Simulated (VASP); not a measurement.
Given:

```
CELL_PARAMETERS angstrom
      0.00000     2.06268     2.06268
      2.06268     0.00000     2.06268
      2.06268     2.06268     0.00000
ATOMIC_POSITIONS crystal
  Au 0.00000 0.00000 0.00000
```

The numbers are results of r2SCAN meta-GGA, VASP's PBE PAW potentials (set 64) (plane waves; VASP 6.6.1), not measurements. Run with 480 eV cut-off, 14×14×14 Γ-centred mesh, first-order Methfessel-Paxton smearing of 0.10 eV, potentials Au.

Energy and stress use the plane-wave basis of the starting cell.

Q: The ions, cell shape and volume at an external pressure of 10.0 GPa are relaxed. Predict the relaxed structure.

A: 
```
CELL_PARAMETERS angstrom
      0.00000     2.02587     2.02587
      2.02587     0.00000     2.02587
      2.02587     2.02587     0.00000
ATOMIC_POSITIONS crystal
  Au 0.00000 0.00000 0.00000
```
Space group Fm-3m (225), at a tolerance of 0.03 Å.

Q: How do energy and volume change from the first to the last step?

A: The energy (σ→0) changes by +26.9 meV/atom and the volume by -5.3 %, in 4 ionic steps.

```tsv
step	E(σ→0) (eV)	max force (eV/Å)	pressure (GPa)	volume (Å³)
1	-50.5928	0.000	0.07	17.55
2	-50.3151	0.000	40.74	14.93
3	-50.5675	0.000	9.59	16.66
4	-50.5659	0.000	9.95	16.63
```

The compound is Au in the fcc structure. This run relaxes it under an external pressure of 10 GPa. Symmetry was kept, so distortions that lower it aren't found.
